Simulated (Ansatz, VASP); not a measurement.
# Cross-check of BaTiO3 between VASP and Ansatz, part 2 of 2

Wanted: the spread between two codes on one cell, functional and k mesh. The cell is taken from a series of runs on this material, whose earlier steps may have relaxed, scaled, displaced or heated it; both programs get it as it stands.

VASP 6.6.1 and Ansatz 0.2.0.

So far: The starting structure; VASP: dielectric response, LDA.

## Step 3: Ansatz: dielectric response, LDA

Level of this step: Ansatz beside VASP: Kohn-Sham DFT, plane waves, LDA (Ansatz).

Ansatz runs on its default PAW (the set named soft_2) files.

The same cell, functional (in two slightly different forms) and mesh now go to Ansatz, which takes its cutoff from its data sets.

Input file input.yaml:

```yaml
crystal:
  lattice:
    - [4.006, 0.0, 0.0]
    - [0.0, 4.006, 0.0]
    - [0.0, 0.0, 4.006]
  atoms:
    - { symbol: Ba, position: [0.5, 0.5, 0.5] }
    - { symbol: Ti, position: [0.0, 0.0, 0.0] }
    - { symbol: O, position: [0.5, 0.0, 0.0] }
    - { symbol: O, position: [0.0, 0.5, 0.0] }
    - { symbol: O, position: [0.0, 0.0, 0.5] }
kpoints:
  mp_grid: { grid: [6, 6, 6] }
hamiltonian:
  xc: lda
scf:
  occupations: { method: fixed }
dielectric: {}
```

Started as:

```sh
$ ansatz run input.yaml --threads 3 --pin off --max-ram 92160MiB --backend cuda --devices 1 --max-vram 13GiB --events-out ev --progress --plain --runs-dir out
```

Numbers of over 12 decimals in the logs are rounded to 6 here.

The log of the run:

```text
GPUs: using 1 of 1 available (devices: 1).
Engine: ansatz 0.2.0, x86_64-unknown-linux-gnu
Pseudopotentials: kind: paw
Pseudopotential: Ba, paw, valence charge 10, recommended cutoff 420 eV (normal), Ba.paw.azcp
Pseudopotential: Ti, paw, valence charge 12, recommended cutoff 420 eV (normal), Ti.paw.azcp
Pseudopotential: O, paw, valence charge 6, recommended cutoff 420 eV (normal), O.paw.azcp
Functional definition: SPW92
  exchange = slater_x
  correlation = pw_c
device memory: the entry about to start is reckoned to put 1.4 GiB on a device that reports 32.3 GiB free (of which the cap on the GPU budget leaves the run 13.0 GiB)
GPU FFT provider: cuFFT
GPU libraries: cuBLAS 13.8.2, cuFFT 12.4.0, cuSOLVER 12.3.4
Crystal: 5 atoms, lattice volume = 64.288 Å³
Basis set: ecut = 420 eV, 1237 PW (Γ), exchange–correlation on 54×54×54 points (8 copies of the dense FFT grid, shifted against one another)
Bands: 25, of which v1, the nominal top of the filled ones, is band 20 counted from 1 (19 counted from 0)
Symmetry: 48 space group operations
k-points: 40 of 216 (irreducible under 8 space group operations, time reversal used)
Non-local potential: Ba, projectors of the file, l = 0: 3, l = 1: 2, l = 2: 2, l = 3: 2
Non-local potential: Ti, projectors of the file, l = 0: 3, l = 1: 2, l = 2: 3, l = 3: 1
Non-local potential: O, projectors of the file, l = 0: 2, l = 1: 2, l = 2: 1
PAW form: soft (Blöchl's): semilocal exchange-correlation on the pseudo side does not see the compensation charge
PAW frozen core: Ba, regenerated for the run's functional, and the local potential with it (the file was generated under x = pbe(κ = 0.804, μ = 0.219515), c = pbe(β = 0.066725))
PAW frozen core: Ti, regenerated for the run's functional, and the local potential with it (the file was generated under x = pbe(κ = 0.804, μ = 0.219515), c = pbe(β = 0.066725))
PAW frozen core: O, regenerated for the run's functional, and the local potential with it (the file was generated under x = pbe(κ = 0.804, μ = 0.219515), c = pbe(β = 0.066725))
PAW one-centre angular grid: Ba, 194 points (default); XC on 64 Gauss nodes
PAW one-centre angular grid: Ti, 590 points (default); XC on 64 Gauss nodes
PAW one-centre angular grid: O, 110 points (default); XC on 64 Gauss nodes
Initial density: superposition of atomic densities (neutral atoms: chi_scale 0, normalization atom), corrected by the library's trained network
Initial wavefunctions: pseudopotential atomic-orbital guess
GPU buffer pool allocated for 19683 grid points (all kernels)
GPU transforms: local potential and band sums: pruned to the plane-wave sphere, on 27×27×27
Functional: x = slater, c = lda
SCF iter   1: F=—  HF=-9904.437776 eV  |F-HF|=—  |Δ(HF+E_count)|=         —  Δρ=1.92e-2  dr2=2.31e-1  ethr=1.77e-3  ⟨swp⟩=4.2  Hψ=4263  notcnv=0  defer=50
preconditioner: auto → Resta (q_TF=auto, 2.521 Å⁻¹)  ε∞=6.1  [insulator: Δε(μ)=1.463 eV  Ē_g=11.648 eV  n_scr=18 (ndim 8)  ℏωp=26.2 eV  f_vac=0.000  ε∞_Penn≈6.1]
SCF iter   2: F=—  HF=-9904.405581 eV  |F-HF|=—  |Δ(HF+E_count)|=   3.22e-2  Δρ=1.14e-2  dr2=7.27e-2  ethr=5.79e-4  ⟨swp⟩=2.1  Hψ=1812  notcnv=0  defer=84
SCF iter   3: F=—  HF=-9904.392537 eV  |F-HF|=—  |Δ(HF+E_count)|=   1.30e-2  Δρ=2.89e-3  dr2=3.64e-3  ethr=1.82e-4  ⟨swp⟩=2.4  Hψ=1459  notcnv=0  defer=95
SCF iter   4: F=—  HF=-9904.391656 eV  |F-HF|=—  |Δ(HF+E_count)|=   8.80e-4  Δρ=7.61e-4  dr2=2.65e-4  ethr=9.10e-6  ⟨swp⟩=2.4  Hψ=1867  notcnv=0  defer=107
SCF iter   5: F=—  HF=-9904.391537 eV  |F-HF|=—  |Δ(HF+E_count)|=   1.20e-4  Δρ=1.80e-4  dr2=2.30e-5  ethr=6.62e-7  ⟨swp⟩=2.0  Hψ=1437  notcnv=0  defer=110
SCF iter   6: F=—  HF=-9904.391534 eV  |F-HF|=—  |Δ(HF+E_count)|=   3.14e-6  Δρ=5.67e-5  dr2=2.21e-6  ethr=5.75e-8  ⟨swp⟩=2.0  Hψ=1567  notcnv=0  defer=40
SCF iter   7: F=—  HF=-9904.391606 eV  |F-HF|=—  |Δ(HF+E_count)|=   7.21e-5  Δρ=1.71e-5  dr2=1.86e-7  ethr=5.53e-9  ⟨swp⟩=1.5  Hψ=1037  notcnv=0  defer=40
SCF iter   8: F=—  HF=-9904.391606 eV  |F-HF|=—  |Δ(HF+E_count)|=   2.77e-8  Δρ=1.06e-6  dr2=9.49e-10  ethr=4.66e-10  ⟨swp⟩=2.0  Hψ=1500  notcnv=0  defer=40
SCF iter   9: F=-9904.391606 eV  HF=-9904.391606 eV  |F-HF|=4.00e-11  |Δ(HF+E_count)|=  1.11e-10  Δρ=3.33e-7  dr2=5.96e-11  ethr=1.00e-12  ⟨swp⟩=8.8  Hψ=4464  notcnv=0
SCF 1 converged in 9 iterations: F = -9904.391606 eV  dr2 = 5.96e-11
  greatest PAW one-centre occupation: 0.999 electrons in one spin orbital (limit 2), on the Ti atom at site 1 (counted from 0), in its partial waves of l = 0
the response reads at least the filled bands of the reference SCF and the lowest empty band at each k-point, and that SCF's band table does not vouch for those bands. The notice of the band table in this run's record says why
device memory: the entry about to start is reckoned to put 0.1 GiB on a device that reports 32.2 GiB free (of which the cap on the GPU budget leaves the run 13.0 GiB)
device memory: the entry about to start is reckoned to put 0.9 GiB on a device that reports 32.2 GiB free (of which the cap on the GPU budget leaves the run 13.0 GiB)
DFPT response loops at Γ: preconditioner auto → none (the input reference at scf.mixing.eps_inf says where Resta's filter doesn't serve); β = 0.50; Broyden in place of MSR1
── the response to a field inside a basis, on 8×8×8 k-points: an SCF that follows is theirs, and a resumed run solves both again ──
device memory: the entry about to start is reckoned to put 0.2 GiB on a device that reports 45.5 GiB free (of which the cap on the GPU budget leaves the run 13.0 GiB)
GPU FFT provider: cuFFT
GPU libraries: cuBLAS 13.8.2, cuFFT 12.4.0, cuSOLVER 12.3.4
Bands: 21, of which v1, the nominal top of the filled ones, is band 20 counted from 1 (19 counted from 0)
k-points: 20 of 512
Initial density: handed on by an earlier stage of this run
Initial wavefunctions: pseudopotential atomic-orbital guess (no wavefunctions were taken with the density)
GPU buffer pool allocated for 19683 grid points (all kernels)
GPU transforms: band sums: pruned to the plane-wave sphere, on 27×27×27
Eigensolver: Dense (20 Hₖ)
SCF iter   1: F=—  HF=-9904.394704 eV  |F-HF|=—  |Δ(HF+E_count)|=         —  Δρ=6.44e-4  dr2=4.67e-5  ethr=1.00e-1
preconditioner: auto → Resta (q_TF=auto, 2.521 Å⁻¹)  ε∞=7.4  [insulator: Δε(μ)=1.913 eV  Ē_g=10.383 eV  n_scr=18 (ndim 8)  ℏωp=26.2 eV  f_vac=0.000  ε∞_Penn≈7.4]
SCF iter   2: F=—  HF=-9904.394688 eV  |F-HF|=—  |Δ(HF+E_count)|=   1.69e-5  Δρ=2.91e-4  dr2=1.73e-5  ethr=1.17e-7
SCF iter   3: F=—  HF=-9904.394685 eV  |F-HF|=—  |Δ(HF+E_count)|=   2.58e-6  Δρ=1.51e-4  dr2=5.42e-6  ethr=4.32e-8
SCF iter   4: F=—  HF=-9904.394684 eV  |F-HF|=—  |Δ(HF+E_count)|=   1.06e-6  Δρ=3.07e-5  dr2=3.89e-7  ethr=1.36e-8
SCF iter   5: F=-9904.394684 eV  HF=-9904.394684 eV  |F-HF|=6.47e-9  |Δ(HF+E_count)|=   8.58e-8  Δρ=3.78e-6  dr2=9.99e-9  ethr=9.72e-10
SCF 1 converged in 5 iterations: F = -9904.394684 eV  dr2 = 9.99e-9
device memory: the entry about to start is reckoned to put 0.1 GiB on a device that reports 39.6 GiB free (of which the cap on the GPU budget leaves the run 13.0 GiB)
device memory: the entry about to start is reckoned to put 1.2 GiB on a device that reports 39.5 GiB free (of which the cap on the GPU budget leaves the run 12.9 GiB)
DFPT response loops at Γ: mixed as the last ones told, above
SCF converged after 9 iterations
Free energy (F): -9904.391606 eV
Harris-Foulkes:  -9904.391606 eV  (|F-HF|=4.00e-11)
Internal energy: -9904.391606 eV  (E = F + TS)
E sigma→0 (E₀):  -9904.391606 eV
Fermi energy:    9.884184 eV
--- Per-component energies (eV) ---
  E_band       = -151.744943
  E_kinetic    = 963.995238
  E_local      = -2100.745994  (includes V_loc(G=0)·N_el)
  E_nonlocal   = 215.832125
  E_hartree    = 813.097779
  E_xc         = -484.655664
  E_vxc        = -541.855681  (∫ρ·V_xc dr)
  E_paw        = -6494.415537  (= ΣΔE_a)
  E_vpaw       = -315.173444  (= ΣTr[D̂ρ^β])
  E_aug_tail   = 0.007421  (compensation charges beyond the density's cutoff)
  E_ewald      = -2818.406203
  E_core_change = 0.899230  (= ΣΔE_core)
  E_smearing   = -0.000000  (= −TS)
  E_closure    = -0.000000  (closes the sum)
  Σ components = -9904.391606   (vs F -9904.391606, Δ=0.00e0)
--- Band table (eV; the first three rows and the last of 40) ---
  k-point 0: bands = [... 16 lower, 8.7613, 9.7796, 9.7796, 9.7796, 11.6035, 11.6035, 11.6035, 13.8726, ... 1 higher]
  k-point 1: bands = [... 16 lower, 8.5381, 9.1479, 9.5913, 9.5913, 11.6354, 12.1331, 12.1331, 13.8745, ... 1 higher]
  k-point 2: bands = [... 16 lower, 8.1531, 8.2859, 9.3197, 9.3197, 11.7010, 12.9872, 12.9872, 13.8773, ... 1 higher]
  k-point 39: bands = [... 16 lower, 7.5353, 9.8842, 9.8842, 9.8842, 14.0574, 14.0574, 14.0574, 16.6549, ... 1 higher]
--- Dielectric response (ions clamped): 3 representative field directions + reference, inside a basis on a mesh of 512 k-points (Σ response iterations 15) ---
  ε∞ (high-frequency dielectric tensor):
        6.805709     0.000000     0.000000
        0.000000     6.805709     0.000000
        0.000000     0.000000     6.805709
  Born effective charges Z* (e; rows j = field, columns β = displacement):
    site 0:
         2.74361   -0.00000   -0.00000
        -0.00000    2.74361    0.00000
         0.00000    0.00000    2.74361
    site 1:
         7.38692   -0.00000    0.00000
         0.00000    7.38692    0.00000
         0.00000    0.00000    7.38692
    site 2:
        -5.83751    0.00000    0.00000
         0.00000   -2.14651    0.00000
         0.00000    0.00000   -2.14651
    site 3:
        -2.14651   -0.00000    0.00000
         0.00000   -5.83751    0.00000
         0.00000    0.00000   -2.14651
    site 4:
        -2.14651    0.00000    0.00000
        -0.00000   -2.14651    0.00000
         0.00000    0.00000   -5.83751
  Z* charge neutrality: 3.029e-3 e pre-enforcement
  solved inside a basis spanned on kpoints, on 8×8×8 k-points, its susceptibility summed on 10×10×10: ε∞ is read to err by 2.2e-2, Z* by 3.1e-2 e (field_mesh: kpoints solves on kpoints); Z* is corrected for what the basis lacks
```

## Step 4: Differences

Known differences besides the potentials themselves: the two LDA forms differ slightly; fixed occupations in Ansatz, narrow Gaussian smearing in VASP; VASP's response is taken on the typed mesh, Ansatz refines its own for the field response alone; the cutoff is 420 eV in Ansatz and 520 eV in VASP; VASP's log shows a relativistic correction to its local exchange, Ansatz's none. Total energies have different zeros and are not compared.

Compared:

```csv
quantity,Ansatz,VASP,difference
ε∞ xx,6.81,6.94,-1.91 %
ε∞ yy,6.81,6.94,-1.91 %
ε∞ zz,6.81,6.94,-1.91 %
Born charge of Ba1 (mean of the diagonal) (e),2.74,2.73,+0.01
Born charge of Ti2 (mean of the diagonal) (e),7.39,7.49,-0.11
Born charge of O3 (mean of the diagonal) (e),-3.38,-3.41,+0.03
```

## Step 5: What came out

* difference in ε∞ xx (dielectric response, LDA): -1.9 %

What this shows: The difference in ε∞ xx is -1.9 % (dielectric response, LDA), within the 5 % picked in this series as the mark of a large difference. How closely two codes agree says nothing of how well the functional describes the real material.

[Lines on the potential files, build, host, timing and source positions are cut from VASP's logs without a mark.]

[Logs are printed without paths, hosts, clocks, repeated set-up lines and the standing remarks that a program may print on its own settings, such as how far it seeks lower states.]

[Hosts, paths, dates, database ids (printed as entryN), source tags and the programs' standing remarks are cut or masked in the printed files.]
